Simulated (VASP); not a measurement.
All values below come from TPSS meta-GGA, VASP's PBE PAW potentials (set 64) (plane waves; VASP 6.6.1).

VASP input:

File KPOINTS:
```
K-points
0
Gamma
  9 9 9
0 0 0
```

INCAR:
```
ALGO=Normal
NSW=60   # most ionic steps
SIGMA=0.1   # width (eV)
ISIF=3   # ions, shape and volume
PREC=Accurate
EDIFF=1E-6   # SCF stop (eV)
ISMEAR=1   # Methfessel-Paxton
METAGGA=TPSS
EDIFFG=-0.01   # ionic stop
LREAL=.FALSE.   # projection in real space or not
NELM=100   # most electronic steps
IBRION=2   # conjugate gradients
ENCUT=520   # plane-wave cut-off (eV)
LCHARG=.FALSE.
LASPH=.TRUE.   # aspherical one-centre terms
LMIXTAU=.TRUE.
LWAVE=.FALSE.
SYSTEM=K
```

POSCAR:
```
K
1
   -2.6400000000     2.6400000000     2.6400000000
    2.6400000000    -2.6400000000     2.6400000000
    2.6400000000     2.6400000000    -2.6400000000
K
1
Direct
  0.0000000000   0.0000000000   0.0000000000
```

POTCAR, in this order: K_sv (PBE.64 set). Program: vasp_std.

Output

### OUTCAR
```
 ion  position               nearest neighbor table
   1  0.000  0.000  0.000-
  LATTYP: Found a body centered cubic cell.
 ALAT       =     5.2800000000
 Subroutine PRICEL returns:
 Original cell was already a primitive cell.
 Subroutine GETGRP returns: Found 48 space group operations
The static configuration has the point symmetry O_h .
The dynamic configuration has the point symmetry O_h .
 Subroutine INISYM returns: Found 48 space group operations
 Subroutine IBZKPT returns following result:
 Found     35 irreducible k-points:

 Following reciprocal coordinates:
            Coordinates               Weight
  0.000000  0.000000  0.000000      1.000000
  0.111111  0.000000  0.000000     12.000000
  0.222222  0.000000  0.000000     12.000000
  0.333333  0.000000  0.000000     12.000000
  0.444444  0.000000  0.000000     12.000000
  0.111111  0.111111  0.000000     24.000000
  0.222222  0.111111  0.000000     48.000000
  0.333333  0.111111  0.000000     48.000000
  0.444444  0.111111  0.000000     24.000000
  0.222222  0.222222  0.000000     24.000000
...
```

File OSZICAR:
```
       N       E                     dE             d eps       ncg     rms          rms(c)
DAV:   1     0.324671854746E+03    0.32467E+03   -0.10164E+05   560   0.375E+05
DAV:   2     0.958928735230E+02   -0.22878E+03   -0.22758E+03  1120   0.126E+04
DAV:   3     0.257304051760E+02   -0.70162E+02   -0.69278E+02   960   0.290E+02
DAV:   4     0.150170311123E+01   -0.24229E+02   -0.24222E+02  1120   0.460E+02
DAV:   5    -0.678963939618E+00   -0.21807E+01   -0.21807E+01  1120   0.195E+02    0.880E+01
DAV:   6    -0.697719944448E+01   -0.62982E+01   -0.12199E+02   560   0.216E+02    0.318E+01
DAV:   7    -0.748993579388E+01   -0.51274E+00   -0.10348E+00  1024   0.146E+01    0.224E+01
DAV:   8    -0.738945932299E+01    0.10048E+00   -0.41996E-02   808   0.244E+00    0.199E+01
DAV:   9    -0.737236243778E+01    0.17097E-01   -0.84798E-02   592   0.341E+00    0.120E+01
DAV:  10    -0.743439140570E+01   -0.62029E-01   -0.95567E-02   664   0.403E+00    0.549E+00
DAV:  11    -0.743898594364E+01   -0.45945E-02   -0.44354E-03   976   0.576E-01    0.461E+00
DAV:  12    -0.743745833840E+01    0.15276E-02   -0.18320E-03   832   0.605E-01    0.454E+00
DAV:  13    -0.740501742201E+01    0.32441E-01   -0.18767E-02   680   0.240E+00    0.100E+00
DAV:  14    -0.740402189628E+01    0.99553E-03   -0.20741E-03   672   0.635E-01    0.460E-01
DAV:  15    -0.740489293352E+01   -0.87104E-03   -0.22413E-03   600   0.774E-01    0.333E-01
DAV:  16    -0.740454918758E+01    0.34375E-03   -0.45521E-04   712   0.247E-01    0.590E-02
DAV:  17    -0.740420680885E+01    0.34238E-03   -0.15018E-04   712   0.198E-01    0.304E-02
DAV:  18    -0.740590768080E+01   -0.17009E-02   -0.22948E-03   568   0.415E-01    0.623E-02
DAV:  19    -0.740578855598E+01    0.11912E-03   -0.93983E-05   920   0.756E-02    0.765E-02
DAV:  20    -0.740576908914E+01    0.19467E-04   -0.63385E-07   904   0.701E-03    0.757E-02
DAV:  21    -0.740613364545E+01   -0.36456E-03   -0.28696E-05   616   0.465E-02    0.340E-02
DAV:  22    -0.740656769365E+01   -0.43405E-03   -0.20915E-04   584   0.100E-01    0.321E-02
DAV:  23    -0.740656286430E+01    0.48293E-05   -0.69069E-06   848   0.277E-02    0.284E-02
DAV:  24    -0.740656179768E+01    0.10666E-05   -0.11017E-06   728   0.150E-02    0.231E-02
DAV:  25    -0.740655529861E+01    0.64991E-05   -0.29105E-06   640   0.254E-02    0.123E-02
DAV:  26    -0.740655492795E+01    0.37066E-06   -0.38944E-07   432   0.898E-03
   1 F= -.74065549E+01 E0= -.74064551E+01  d E =-.740655E+01
       N       E                     dE             d eps       ncg     rms          rms(c)
DAV:   1    -0.741371460254E+01   -0.71593E-02   -0.19255E-01   576   0.527E+00    0.698E-01
DAV:   2    -0.740853880211E+01    0.51758E-02   -0.17429E-02   672   0.156E+00    0.241E-01
DAV:   3    -0.740690430792E+01    0.16345E-02   -0.53892E-03   840   0.742E-01    0.237E-01
DAV:   4    -0.740592187797E+01    0.98243E-03   -0.20786E-03   560   0.472E-01    0.264E-02
DAV:   5    -0.740632107115E+01   -0.39919E-03   -0.25415E-03   560   0.569E-01    0.117E-01
DAV:   6    -0.740709877359E+01   -0.77770E-03   -0.27990E-04   560   0.182E-01    0.293E-02
DAV:   7    -0.740721697342E+01   -0.11820E-03   -0.66049E-05   584   0.613E-02    0.135E-02
DAV:   8    -0.740721970404E+01   -0.27306E-05   -0.15329E-05   920   0.476E-02    0.527E-03
DAV:   9    -0.740721986396E+01   -0.15992E-06   -0.35560E-08   416   0.181E-03
   2 F= -.74072199E+01 E0= -.74071230E+01  d E =-.664936E-03
       N       E                     dE             d eps       ncg     rms          rms(c)
DAV:   1    -0.746291611139E+01   -0.55696E-01   -0.16612E+00   568   0.155E+01    0.217E+00
DAV:   2    -0.742006605875E+01    0.42850E-01   -0.15310E-01   768   0.450E+00    0.734E-01
DAV:   3    -0.740458568983E+01    0.15480E-01   -0.44055E-02   840   0.216E+00    0.747E-01
DAV:   4    -0.265648291389E+02   -0.19160E+02   -0.26438E+03   576   0.814E+04    0.133E+00
DAV:   5    -0.741001054162E+01    0.19155E+02   -0.17409E+01   576   0.878E+00    0.156E-01
DAV:   6    -0.740493504583E+01    0.50755E-02   -0.22639E-02   560   0.197E+00    0.187E-01
DAV:   7    -0.740708563219E+01   -0.21506E-02   -0.12668E-03   888   0.403E-01    0.215E-01
DAV:   8    -0.740638641752E+01    0.69921E-03   -0.18194E-04   600   0.202E-01    0.147E-01
DAV:   9    -0.740737492789E+01   -0.98851E-03   -0.29452E-04   576   0.251E-01    0.141E-01
DAV:  10    -0.740758021919E+01   -0.20529E-03   -0.21201E-05   704   0.335E-02    0.140E-01
DAV:  11    -0.740757833656E+01    0.18826E-05   -0.12270E-06   984   0.446E-03    0.140E-01
DAV:  12    -0.740756087144E+01    0.17465E-04   -0.12494E-06   592   0.152E-02    0.130E-01
DAV:  13    -0.740773642082E+01   -0.17555E-03   -0.21675E-05   568   0.616E-02    0.104E-01
DAV:  14    -0.740783486764E+01   -0.98447E-04   -0.12134E-05   648   0.449E-02    0.800E-02
DAV:  15    -0.740800517491E+01   -0.17031E-03   -0.27756E-05   560   0.673E-02    0.449E-02
DAV:  16    -0.740806257284E+01   -0.57398E-04   -0.11930E-05   696   0.396E-02    0.225E-02
DAV:  17    -0.740812281474E+01   -0.60242E-04   -0.18739E-05   560   0.422E-02    0.855E-03
DAV:  18    -0.740812504548E+01   -0.22307E-05   -0.68174E-07   888   0.917E-03    0.630E-03
DAV:  19    -0.740812638212E+01   -0.13366E-05   -0.90729E-07   560   0.986E-03    0.686E-03
DAV:  20    -0.740812714115E+01   -0.75903E-06   -0.10028E-07   576   0.330E-03
   3 F= -.74081271E+01 E0= -.74080391E+01  d E =-.157221E-02
```

File OUTCAR:
```
------------------------ aborting loop because EDIFF is reached ----------------------------------------
  FORCE on cell =-STRESS in cart. coord.  units (eV):
  Direction    XX          YY          ZZ          XY          YZ          ZX
  --------------------------------------------------------------------------------------
  Total        0.0093706      0.0093706      0.0093706     -0.0000000     -0.0000000      0.0000000
  in kB        0.1957268      0.1957268      0.1957268     -0.0000000     -0.0000000      0.0000000
  external PRESSURE =       0.1957268 kB  Pullay stress =       0.0000000 kB
  volume of cell :       76.71
      direct lattice vectors                 reciprocal lattice vectors
    -2.676639009  2.676639009  2.676639009     0.000000000  0.186801432  0.186801432
     2.676639009 -2.676639009  2.676639009     0.186801432  0.000000000  0.186801432
     2.676639009  2.676639009 -2.676639009     0.186801432  0.186801432  0.000000000
 POSITION                                       TOTAL-FORCE (eV/Angst)
 -----------------------------------------------------------------------------------
     -0.00000      0.00000      0.00000        -0.000000      0.000000     -0.000000
 -----------------------------------------------------------------------------------
    total drift:                               -0.000000      0.000000     -0.000000
  FREE ENERGIE OF THE ION-ELECTRON SYSTEM (eV)
  ---------------------------------------------------
  free  energy   TOTEN  =        -7.4081271411 eV

  energy  without entropy=       -7.4078629343  energy(sigma->0) =       -7.40803907

 reached required accuracy - stopping structural energy minimisation
```
(Selected blocks of OUTCAR.)

### CONTCAR
```
K
   1.00000000000000
    -2.6766390089748637    2.6766390089748637    2.6766390089748637
     2.6766390089748637   -2.6766390089748637    2.6766390089748637
     2.6766390089748637    2.6766390089748637   -2.6766390089748637
  K
     1
Direct
     0.0000000000000000    0.0000000000000000    0.0000000000000000
```

Energy and stress use the plane-wave basis of the starting cell.

The compound is K in the bcc structure. This run relaxes it. Symmetry was kept, so distortions that lower it aren't found.
